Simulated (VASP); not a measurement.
Nb3B5, 8 atoms in the cell. The structure is hexagonal, space group P-62m (No. 189). Conventional cell: a = 5.406 Å, b = 5.406 Å, c = 3.213 Å, α = 90.00°, β = 90.00°, γ = 120.00°. Around Nb (site symmetry m2m) lie 10 B at 2.40 to 2.43 Å. B (site symmetry -6) is surrounded by 3 B at 1.77 Å. B (site symmetry m2m) has 2 B at 1.77 Å as nearest neighbours. The cell was built by a generator and needn't be a form met in nature.

| Item | Value |
| --- | --- |
| Program | VASP 6.6.1 |
| Task | density of states |
| Functional | PBE |
| Potentials or basis | VASP PAW PBE potentials, release 64 (Nb_sv, B) |
| Cutoff | 520 eV |
| k mesh | 6 × 6 × 10 |
| Occupations | gaussian, width 0.1 eV |
| Spin | no spin polarisation |
| k mesh for the DOS | 9 × 9 × 15 |
| Occupations for the DOS | tetrahedron |
| Further INCAR settings | ALGO = Fast; EDIFF = 1e-07 |

Potentials or basis: VASP PAW PBE potentials, release 64 (Nb_sv, B).

Launch:

```console
$ cat potpaw_PBE.64/Nb_sv/POTCAR potpaw_PBE.64/B/POTCAR > POTCAR
$ cp INCAR.step1 INCAR
$ cp KPOINTS.step1 KPOINTS
$ mpirun -np 4 vasp_std > vasp.out
$ cp INCAR.step2 INCAR
$ cp KPOINTS.step2 KPOINTS
$ mpirun -np 4 vasp_std > vasp.out
```

Hardware: 4 MPI ranks on Intel(R) Xeon(R) Platinum 8488C (Sapphire Rapids), on a shared host.

Problem. How long does it take, and how much memory?

Solution. Run time: 4.3 min on 4 MPI ranks on Intel(R) Xeon(R) Platinum 8488C (Sapphire Rapids), on a shared host, peak memory 0.31 GiB a rank. Counts: scf iterations 33, k points 96.
